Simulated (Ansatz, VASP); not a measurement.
## TaAgS3: VASP beside Ansatz

Wanted: the spread between two codes on one cell, functional and k mesh.

Main program and level: Ansatz 0.2.0; plane waves, with VASP 6.6.1 beside it; single point at PBEsol.

### 1. Starting point

The structure is orthorhombic, space group Cmc2_1 (No. 36). Conventional cell: a = 3.335 Å, b = 13.895 Å, c = 7.695 Å, α = 90.00°, β = 90.00°, γ = 90.00°. Nearest to Ta lie 8 S at 2.51 to 2.62 Å. Nearest to Ag lie 6 S at 2.39 to 2.99 Å. S has 3 Ta at 2.51 to 2.62 Å and 2 Ag at 2.92 Å nearest. S has 3 Ta at 2.51 to 2.62 Å and 2 Ag at 2.99 Å nearest. S has 2 Ag at 2.39 to 2.40 Å and 2 Ta at 2.51 Å nearest. Farther neighbours and most contacts between anions are not listed.

### 2. VASP: single point, PBEsol

With cell and atoms fixed, the geometry can't cause a difference; cores, projectors, grids and the points listed under the comparison can.

Lines of VASP's logs that name or quote its potential files are left out, and so is its time.

The input, INCAR:

```
SYSTEM = TaAgS3
PREC = Normal
ENCUT = 400
EDIFF = 1E-05
NELM = 120
ISMEAR = 1
SIGMA = 0.2
LREAL = Auto
ALGO = Fast
GGA = PS
LASPH = .TRUE.
LORBIT = 11
LWAVE = .FALSE.
LCHARG = .FALSE.
KPAR = 4
```

The input, POSCAR:

```
TaAgS3
1.0
    5.0025249846     -6.9477206801      0.0000000000
    3.3350166564     13.8954413602      0.0000000000
    0.0000000000      0.0000000000      7.6954107375
Ta Ag S
8 8 24
Direct
    0.1311185414      0.3033221879      0.5105607736
    0.1311185414      0.8033221879      0.5105607736
    0.6311185414      0.5533221879      0.5105607736
    0.6311185414      0.0533221879      0.5105607736
    0.3688814586      0.9466778121      0.0105607736
    0.3688814586      0.4466778121      0.0105607736
    0.8688814586      0.1966778121      0.0105607736
    0.8688814586      0.6966778121      0.0105607736
    0.4987023026      0.7519465461      0.2563648483
    0.4987023026      0.2519465461      0.2563648483
    0.9987023026      0.0019465461      0.2563648483
    0.9987023026      0.5019465461      0.2563648483
    0.0012976974      0.4980534539      0.7563648483
    0.0012976974      0.9980534539      0.7563648483
    0.5012976974      0.7480534539      0.7563648483
    0.5012976974      0.2480534539      0.7563648483
    0.3358108641      0.9962837038      0.6924042547
    0.3358108641      0.4962837038      0.6924042547
    0.8358108641      0.2462837038      0.6924042547
    0.8358108641      0.7462837039      0.6924042547
    0.1641891359      0.2537162962      0.1924042547
    0.1641891359      0.7537162962      0.1924042547
    0.6641891359      0.5037162962      0.1924042547
    0.6641891359      0.0037162962      0.1924042547
    0.3357052107      0.9964421840      0.3291940782
    0.3357052107      0.4964421840      0.3291940782
    0.8357052107      0.2464421840      0.3291940782
    0.8357052107      0.7464421840      0.3291940782
    0.1642947893      0.2535578160      0.8291940782
    0.1642947893      0.7535578161      0.8291940782
    0.6642947893      0.5035578161      0.8291940782
    0.6642947893      0.0035578161      0.8291940782
    0.4487549994      0.8268675009      0.5104760452
    0.4487549994      0.3268675009      0.5104760452
    0.9487549994      0.0768675009      0.5104760452
    0.9487549994      0.5768675009      0.5104760452
    0.0512450006      0.4231324991      0.0104760452
    0.0512450006      0.9231324991      0.0104760452
    0.5512450006      0.6731324991      0.0104760452
    0.5512450006      0.1731324991      0.0104760452
```

The input, KPOINTS:

```
Automatic mesh
0
Gamma
4 2 3
0 0 0
```

Potentials, in the order of the species: Ta, Ag and S (PBE family, release 64).

Command:

```bash
$ mpirun -np 4 vasp_std
```

Numbers of over 12 decimals in the logs are rounded to 6 here.

Output:

```text
[banner, memory and clock lines left out]
running    4 mpi-ranks, on    1 nodes
[...]
|                                                                             |
|               ----> ADVICE to this user running VASP <----                  |
|                                                                             |
|     You enforced a specific xc type in the INCAR file but a different       |
|     [... a line on the potential file left out ...]
|     I HOPE YOU KNOW WHAT YOU ARE DOING!                                     |
|                                                                             |

 LDA part: xc-table for (Slater+PW92), standard interpolation
 POSCAR, INCAR and KPOINTS ok, starting setup
[...]
entering main loop
       N       E                     dE             d eps       ncg     rms          rms(c)
DAV:   1     0.136333047667E+04    0.13633E+04   -0.10745E+05  3912   0.123E+03
DAV:   2    -0.142270078516E+03   -0.15056E+04   -0.14435E+04  4493   0.266E+02
DAV:   3    -0.274971033492E+03   -0.13270E+03   -0.13011E+03  4800   0.747E+01
DAV:   4    -0.279400957704E+03   -0.44299E+01   -0.43914E+01  4864   0.148E+01
[...]
RMM:  15    -0.261734171014E+03    0.90941E-05   -0.25624E-04  4911   0.268E-02    0.403E-02
RMM:  16    -0.261734140163E+03    0.30851E-04   -0.21406E-04  4633   0.232E-02    0.874E-03
RMM:  17    -0.261734142620E+03   -0.24570E-05   -0.35694E-05  3309   0.102E-02
   1 F= -.26173414E+03 E0= -.26173141E+03  d E =-.820748E-02
```

OUTCAR, selected parts (step 2):

```text
  Total       -0.5716444      1.0695681      0.2137630      0.0592965      0.0000000      0.0000000
  in kB       -1.2841163      2.4026299      0.4801876      0.1332010      0.0000000      0.0000000
  external PRESSURE =       0.5329004 kB  Pullay stress =       0.0000000 kB

 POSITION                                       TOTAL-FORCE (eV/Angst)
 -----------------------------------------------------------------------------------
      1.66751      3.30382      3.92897         0.001621     -0.018704      0.012906
      3.33502     10.25154      3.92897         0.001621     -0.018704      0.012906
      5.00252      3.30382      3.92897         0.001621     -0.018704      0.012906
      3.33502     -3.64390      3.92897         0.001621     -0.018704      0.012906
      5.00252     10.59162      0.08127        -0.001621      0.018704      0.012906
      3.33502      3.64390      0.08127        -0.001621      0.018704      0.012906
      5.00252     -3.30382      0.08127        -0.001621      0.018704      0.012906
      6.67003      3.64390      0.08127        -0.001621      0.018704      0.012906
      5.00252      6.98378      1.97283        -0.000103     -0.033809      0.018000
      3.33502      0.03606      1.97283        -0.000103     -0.033809      0.018000
      5.00252     -6.91166      1.97283        -0.000103     -0.033809      0.018000
      6.67003      0.03606      1.97283        -0.000103     -0.033809      0.018000
      1.66751      6.91166      5.82054         0.000103      0.033809      0.018000
      3.33502     13.85938      5.82054         0.000103      0.033809      0.018000
[...]
-----------------------------------------------------------------------------------
    total drift:                                0.000023      0.000018     -0.059906

  FREE ENERGIE OF THE ION-ELECTRON SYSTEM (eV)
  ---------------------------------------------------
  free  energy   TOTEN  =      -261.7341426196 eV

  energy  without entropy=     -261.7259351356  energy(sigma->0) =     -261.73140679

[... 3 further parts left out ...]
[key lines of the parts left out:]
E-fermi :   6.5611
```

The data set Ta keeps the semicore shell frozen, which is cheaper and a little less accurate.

### 3. Ansatz: single point, PBEsol

Ansatz runs on its default PAW (the set named soft_2) files.

The same cell, functional, mesh and smearing now go to Ansatz, which takes its cutoff from its data sets.

The input, input.yaml:

```yaml
crystal:
  lattice:
    - [5.0025249846, -6.9477206801, 0.0]
    - [3.3350166564, 13.8954413602, 0.0]
    - [0.0, 0.0, 7.6954107375]
  atoms:
    - { symbol: Ta, position: [0.1311185414, 0.3033221879, 0.5105607736] }
    - { symbol: Ta, position: [0.1311185414, 0.8033221879, 0.5105607736] }
    - { symbol: Ta, position: [0.6311185414, 0.5533221879, 0.5105607736] }
    - { symbol: Ta, position: [0.6311185414, 0.0533221879, 0.5105607736] }
    - { symbol: Ta, position: [0.3688814586, 0.9466778121, 0.0105607736] }
    - { symbol: Ta, position: [0.3688814586, 0.4466778121, 0.0105607736] }
    - { symbol: Ta, position: [0.8688814586, 0.1966778121, 0.0105607736] }
    - { symbol: Ta, position: [0.8688814586, 0.6966778121, 0.0105607736] }
    - { symbol: Ag, position: [0.4987023026, 0.7519465461, 0.2563648483] }
    - { symbol: Ag, position: [0.4987023026, 0.2519465461, 0.2563648483] }
    - { symbol: Ag, position: [0.9987023026, 0.0019465461, 0.2563648483] }
    - { symbol: Ag, position: [0.9987023026, 0.5019465461, 0.2563648483] }
    - { symbol: Ag, position: [0.0012976974, 0.4980534539, 0.7563648483] }
    - { symbol: Ag, position: [0.0012976974, 0.9980534539, 0.7563648483] }
    - { symbol: Ag, position: [0.5012976974, 0.7480534539, 0.7563648483] }
    - { symbol: Ag, position: [0.5012976974, 0.2480534539, 0.7563648483] }
    - { symbol: S, position: [0.3358108641, 0.9962837038, 0.6924042547] }
    - { symbol: S, position: [0.3358108641, 0.4962837038, 0.6924042547] }
    - { symbol: S, position: [0.8358108641, 0.2462837038, 0.6924042547] }
    - { symbol: S, position: [0.8358108641, 0.7462837039, 0.6924042547] }
    - { symbol: S, position: [0.1641891359, 0.2537162962, 0.1924042547] }
    - { symbol: S, position: [0.1641891359, 0.7537162962, 0.1924042547] }
    - { symbol: S, position: [0.6641891359, 0.5037162962, 0.1924042547] }
    - { symbol: S, position: [0.6641891359, 0.0037162962, 0.1924042547] }
    - { symbol: S, position: [0.3357052107, 0.996442184, 0.3291940782] }
    - { symbol: S, position: [0.3357052107, 0.496442184, 0.3291940782] }
    - { symbol: S, position: [0.8357052107, 0.246442184, 0.3291940782] }
    - { symbol: S, position: [0.8357052107, 0.746442184, 0.3291940782] }
    - { symbol: S, position: [0.1642947893, 0.253557816, 0.8291940782] }
    - { symbol: S, position: [0.1642947893, 0.7535578161, 0.8291940782] }
    - { symbol: S, position: [0.6642947893, 0.5035578161, 0.8291940782] }
    - { symbol: S, position: [0.6642947893, 0.0035578161, 0.8291940782] }
    - { symbol: S, position: [0.4487549994, 0.8268675009, 0.5104760452] }
    - { symbol: S, position: [0.4487549994, 0.3268675009, 0.5104760452] }
    - { symbol: S, position: [0.9487549994, 0.0768675009, 0.5104760452] }
    - { symbol: S, position: [0.9487549994, 0.5768675009, 0.5104760452] }
    - { symbol: S, position: [0.0512450006, 0.4231324991, 0.0104760452] }
    - { symbol: S, position: [0.0512450006, 0.9231324991, 0.0104760452] }
    - { symbol: S, position: [0.5512450006, 0.6731324991, 0.0104760452] }
    - { symbol: S, position: [0.5512450006, 0.1731324991, 0.0104760452] }
hamiltonian:
  xc: pbesol
  pseudopotentials: { kind: paw }
kpoints:
  mp_grid: { grid: [4, 2, 3] }
scf:
  occupations: { method: methfessel_paxton, width: 0.2 }
  n_extra_bands: 14
output:
  forces: true
  stress: true
  eigenvalues: true
```

Command:

```bash
$ ansatz run input.yaml --threads 8 --pin off --max-ram 18432MiB --backend cpu --events-out ev --progress --plain --runs-dir out
```

Output:

```text
scf.n_extra_bands = 14 over 200 filled bands (N_el = 400.0): the run solves 214 bands
Engine: ansatz 0.2.0, aarch64-unknown-linux-gnu
Pseudopotentials: kind: paw
Pseudopotential: Ta, paw, valence charge 13, recommended cutoff 420 eV (normal), Ta.paw.azcp
Pseudopotential: Ag, paw, valence charge 19, recommended cutoff 420 eV (normal), Ag.paw.azcp
Pseudopotential: S, paw, valence charge 6, recommended cutoff 420 eV (normal), S.paw.azcp
Functional definition: PBEsol
  exchange = pbesol_x
  correlation = pbesol_c
Crystal: 40 atoms, lattice volume = 713.234 Å³
Basis set: ecut = 420 eV, 13921 PW (Γ), exchange–correlation on 120×192×108 points (8 copies of the dense FFT grid, shifted against one another)
Bands: 214, of which v1, the nominal top of the filled ones, is band 200 counted from 1 (199 counted from 0)
Symmetry: 8 space group operations
Space group: Cmc21 (ITA 36), of the structure as read, at distance tolerance 8.9e-5 Å
k-points: 12 of 24 (time reversal used)
Non-local potential: Ta, projectors of the file, l = 0: 3, l = 1: 2, l = 2: 2, l = 3: 1
Non-local potential: Ag, projectors of the file, l = 0: 3, l = 1: 2, l = 2: 2, l = 3: 1
Non-local potential: S, projectors of the file, l = 0: 2, l = 1: 2, l = 2: 2
PAW form: soft (Blöchl's): semilocal exchange-correlation on the pseudo side does not see the compensation charge
PAW frozen core: Ta, regenerated for the run's functional, and the local potential with it (the file was generated under x = pbe(κ = 0.804, μ = 0.219515), c = pbe(β = 0.066725))
PAW frozen core: Ag, regenerated for the run's functional, and the local potential with it (the file was generated under x = pbe(κ = 0.804, μ = 0.219515), c = pbe(β = 0.066725))
PAW frozen core: S, regenerated for the run's functional, and the local potential with it (the file was generated under x = pbe(κ = 0.804, μ = 0.219515), c = pbe(β = 0.066725))
PAW one-centre angular grid: Ta, 590 points (default); XC on 64 Gauss nodes
PAW one-centre angular grid: Ag, 590 points (default); XC on 64 Gauss nodes
PAW one-centre angular grid: S, 110 points (default); XC on 64 Gauss nodes
Initial density: superposition of atomic densities (neutral atoms: chi_scale 0, normalization atom), corrected by the library's trained network
Initial wavefunctions: pseudopotential atomic-orbital guess
Functional: x = pbesol(κ = 0.804, μ = 0.123457), c = pbesol(β = 0.046)
SCF iter   1: F=—  HF=-159897.197858 eV  |F-HF|=—  |Δ(HF+E_count)|=         —  Δρ=8.45e-3  dr2=6.67e-1  ethr=1.77e-3  ⟨swp⟩=5.0  Hψ=9662  notcnv=0
preconditioner: auto → LDOS  [metal: Δε(μ)=0.066 eV  Ē_g=6.830 eV  σ=0.200 eV  W_gap=0.27  n_scr=184 (ndim 8)  ℏωp=22.9 eV  f_vac=0.019  D(μ)=3.26/eV (n_scr^D=8)  β→1.0]
SCF iter   2: F=—  HF=-159897.470984 eV  |F-HF|=—  |Δ(HF+E_count)|=   2.73e-1  S|Δr|=    0.00e0  Δρ=1.17e-2  dr2=2.02e0  ethr=1.67e-4  ⟨swp⟩=2.0  Hψ=5406  notcnv=0  defer=17
SCF iter   3: F=—  HF=-159897.109135 eV  |F-HF|=—  |Δ(HF+E_count)|=   3.62e-1  S|Δr|=    0.00e0  Δρ=1.93e-3  dr2=1.24e-1  ethr=1.67e-4  ⟨swp⟩=2.0  Hψ=4184  notcnv=0  defer=17
SCF iter   4: F=—  HF=-159897.090744 eV  |F-HF|=—  |Δ(HF+E_count)|=   1.84e-2  S|Δr|=    0.00e0  Δρ=5.82e-4  dr2=5.14e-3  ethr=3.11e-5  ⟨swp⟩=2.0  Hψ=3890  notcnv=0  defer=17
SCF iter   5: F=—  HF=-159897.089264 eV  |F-HF|=—  |Δ(HF+E_count)|=   1.48e-3  S|Δr|=    0.00e0  Δρ=1.07e-4  dr2=8.98e-5  ethr=1.28e-6  ⟨swp⟩=2.0  Hψ=4234  notcnv=0  defer=11
SCF iter   6: F=—  HF=-159897.088534 eV  |F-HF|=—  |Δ(HF+E_count)|=   7.29e-4  S|Δr|=    0.00e0  Δρ=3.18e-5  dr2=5.07e-6  ethr=2.25e-8  ⟨swp⟩=2.0  Hψ=4187  notcnv=0
SCF iter   7: F=—  HF=-159897.088535 eV  |F-HF|=—  |Δ(HF+E_count)|=   1.15e-6  S|Δr|=    0.00e0  Δρ=7.40e-6  dr2=3.72e-7  ethr=1.27e-9  ⟨swp⟩=2.0  Hψ=4105  notcnv=0
SCF iter   8: F=-159897.088535 eV  HF=-159897.088535 eV  |F-HF|=1.40e-8  |Δ(HF+E_count)|=   3.12e-8  S|Δr|=    0.00e0  Δρ=2.19e-6  dr2=3.38e-8  ethr=2.50e-11  ⟨swp⟩=8.9  Hψ=11236  notcnv=0
SCF 1 converged in 8 iterations: F = -159897.088535 eV  dr2 = 3.38e-8
  greatest PAW one-centre occupation: 1.001 electrons in one spin orbital (limit 2), on the Ag atom at site 15 (counted from 0), in its partial waves of l = 0
SCF converged after 8 iterations
Stability not checked: this state was not tested for a lower state beside it, because cold or Methfessel-Paxton smearing, or corrected tetrahedra, fill the levels in a way that the test cannot read (fill_not_monotonic; see scf.lower_state_search)
Free energy (F): -159897.088535 eV
Harris-Foulkes:  -159897.088535 eV  (|F-HF|=1.40e-8)
Internal energy: -159897.079956 eV  (E = F + TS)
E sigma→0 (E₀):  -159897.086390 eV
Entropy (-TS):   -0.008579 eV (-0.214 meV/atom)
Fermi energy:    11.709861 eV
Step filling:    the computed levels leave a gap of 0.0255 eV = 0.1 smearing widths at the electron count; against every level under it full and every level over it empty, smearing changes F+E_penalty+E_count by -8.488 meV and its σ→0 estimate by -6.343 meV
--- Per-component energies (eV) ---
  E_band       = -3696.727431
  E_kinetic    = 9733.468445
  E_local      = -33096.557404  (includes V_loc(G=0)·N_el)
  E_nonlocal   = 1493.541584
  E_hartree    = 14066.936927
  E_xc         = -5521.610982
  E_vxc        = -5615.015151  (∫ρ·V_xc dr)
  E_paw        = -110885.750824  (= ΣΔE_a)
  E_vpaw       = -4346.041088  (= ΣTr[D̂ρ^β])
  E_aug_tail   = 0.003607  (compensation charges beyond the density's cutoff)
  E_ewald      = -35692.889177
  E_core_change = 5.777867  (= ΣΔE_core)
  E_smearing   = -0.008579  (= −TS)
  E_closure    = 0.000000  (closes the sum)
  Σ components = -159897.088535   (vs F -159897.088535, Δ=0.00e0)
--- Forces (eV/Å), atoms counted from 1 ---
  atom   1  Ta     0.00131545    -0.01797423     0.01530891
  atom   2  Ta     0.00131545    -0.01797423     0.01530891
  atom   3  Ta     0.00131545    -0.01797423     0.01530891
  atom   4  Ta     0.00131545    -0.01797423     0.01530891
  atom   5  Ta    -0.00131545     0.01797423     0.01530891
  atom   6  Ta    -0.00131545     0.01797423     0.01530891
  atom   7  Ta    -0.00131545     0.01797423     0.01530891
  atom   8  Ta    -0.00131545     0.01797423     0.01530891
  atom   9  Ag    -0.00006960    -0.03318804     0.01507959
  atom  10  Ag    -0.00006960    -0.03318804     0.01507959
  atom  11  Ag    -0.00006960    -0.03318804     0.01507959
  atom  12  Ag    -0.00006960    -0.03318804     0.01507959
  atom  13  Ag     0.00006960     0.03318804     0.01507959
  atom  14  Ag     0.00006960     0.03318804     0.01507959
  atom  15  Ag     0.00006960     0.03318804     0.01507959
  atom  16  Ag     0.00006960     0.03318804     0.01507959
  atom  17  S      0.00257450     0.00643070    -0.01761144
  atom  18  S      0.00257450     0.00643070    -0.01761144
  atom  19  S      0.00257450     0.00643070    -0.01761144
  atom  20  S      0.00257450     0.00643070    -0.01761144
  atom  21  S     -0.00257450    -0.00643070    -0.01761144
  atom  22  S     -0.00257450    -0.00643070    -0.01761144
  atom  23  S     -0.00257450    -0.00643070    -0.01761144
  atom  24  S     -0.00257450    -0.00643070    -0.01761144
[...]
atom  33  S     -0.00204458    -0.03180904    -0.01859349
  atom  34  S     -0.00204458    -0.03180904    -0.01859349
  atom  35  S     -0.00204458    -0.03180904    -0.01859349
  atom  36  S     -0.00204458    -0.03180904    -0.01859349
  atom  37  S      0.00204458     0.03180904    -0.01859349
  atom  38  S      0.00204458     0.03180904    -0.01859349
  atom  39  S      0.00204458     0.03180904    -0.01859349
  atom  40  S      0.00204458     0.03180904    -0.01859349
  max |Σ_I F_I| component: 9.58e-6 eV/Å
--- Stress (GPa, compression-positive) ---
        0.212646       0.008616       0.000000
        0.008616       0.465976       0.000000
       -0.000000       0.000000       0.404417
  P = ⅓ Tr σ = 0.3610 GPa (3.610 kbar)
--- Band table (eV; the first three rows and the last of 12) ---
  k-point 0: bands = [... 196 lower, 11.1938, 11.1938, 11.3222, 11.3544, 11.5073, 11.7694, 12.2624, 12.7264, ... 10 higher]
  k-point 1: bands = [... 196 lower, 10.8199, 10.8199, 10.8454, 11.0718, 11.9622, 12.2287, 12.7591, 12.9962, ... 10 higher]
  k-point 2: bands = [... 196 lower, 10.9703, 10.9703, 11.2331, 11.2331, 11.9775, 11.9775, 12.3457, 12.3457, ... 10 higher]
  k-point 11: bands = [... 196 lower, 10.7359, 10.7359, 10.8872, 10.8872, 12.5716, 12.5716, 12.6598, 12.6598, ... 10 higher]
```

The job ended after 56 s (8 threads of Arm Neoverse N1, shared host; peak memory 5.8 GiB).

The run ends at a pressure of 0.36 GPa, with forces up to 0.037 eV/Å.

### 4. Comparison

Known differences besides the potentials themselves: the data sets hold 400 valence electrons in Ansatz (default PAW (the set named soft_2) files) and 272 in VASP; the cutoff is 420 eV in Ansatz and 400 eV in VASP (PREC = Normal, projectors in real space); Ansatz makes its cores anew for this functional, VASP keeps those of its PBE data sets. Total energies have different zeros and are not compared.

Compared:

```
      quantity  Ansatz  VASP  difference
pressure (GPa)    0.36  0.05       +0.31
```

At this near-relaxed geometry the largest component of a force difference is 15 meV/Å.

### 5. Outcome

```yaml
difference_in_pressure_single_point_pbesol: 0.31 GPa
```

The difference in pressure is 0.31 GPa (single point, PBEsol), within the 1 GPa picked in this series as the mark of a large difference. How closely two codes agree says nothing of how well the functional describes the real material.

[Lines on the potential files, build, host, timing and source positions are cut from VASP's logs without a mark.]

[Logs are printed without paths, hosts, clocks, repeated set-up lines and the standing remarks that a program may print on its own settings, such as how far it seeks lower states.]

[Hosts, paths, dates, database ids (printed as entryN), source tags and the programs' standing remarks are cut or masked in the printed files.]
